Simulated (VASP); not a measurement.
```yaml
crystal:
  lattice:
    - [1.64544, -2.84999, 0.00000]
    - [1.64544, 2.84999, 0.00000]
    - [0.00000, 0.00000, 13.02341]
  atoms:
    - { symbol: W, position: [0.33333, 0.66667, 0.25000] }
    - { symbol: W, position: [0.66667, 0.33333, 0.75000] }
    - { symbol: Se, position: [0.33333, 0.66667, 0.87935] }
    - { symbol: Se, position: [0.66667, 0.33333, 0.37935] }
    - { symbol: Se, position: [0.66667, 0.33333, 0.12065] }
    - { symbol: Se, position: [0.33333, 0.66667, 0.62065] }
```

Level of theory: PBE GGA with D3 dispersion (zero damping), VASP's PBE PAW potentials (set 64) (plane waves; VASP). Run with 520 eV cut-off, Gaussian smearing of 0.050 eV, potentials W_sv Se.

Unless said otherwise, spin-orbit coupling is left out, though it shifts the bands of the heavy elements here.

Task: Give the energies of bands 17 to 30 at the high-symmetry points, in eV from the valence-band maximum.

Result: 
```
band      Γ      M      K      A      L      H
----  -----  -----  -----  -----  -----  -----
17    -2.58  -4.85  -4.81  -2.57  -4.43  -4.66
18    -2.56  -4.14  -4.53  -2.57  -4.43  -4.66
19    -2.56  -3.29  -4.02  -2.57  -3.24  -4.29
20    -1.48  -3.19  -4.02  -2.57  -3.24  -4.29
21    -1.48  -2.61  -3.80  -1.45  -2.53  -3.39
22    -1.42  -2.39  -3.80  -1.45  -2.53  -3.39
23    -1.42  -1.39  -2.53  -1.45  -1.30  -2.71
24    -1.10  -1.30  -2.53  -1.45  -1.30  -2.71
25    -1.07  -1.24  -0.40  -0.22  -1.17  -0.30
26     0.00  -1.05  -0.16  -0.22  -1.17  -0.30
27     2.66   2.17   1.39   2.67   2.19   1.39
28     2.67   2.21   1.39   2.67   2.19   1.39
29     2.72   2.33   1.89   2.68   2.54   2.42
30     2.73   2.68   3.08   2.74   2.54   2.42
```

The gap is indirect, 0.96 eV, from the valence maximum at Γ to the conduction minimum at K-Γ at 0.44.

The compound is WSe2 in the 2H layered structure. It was relaxed first.
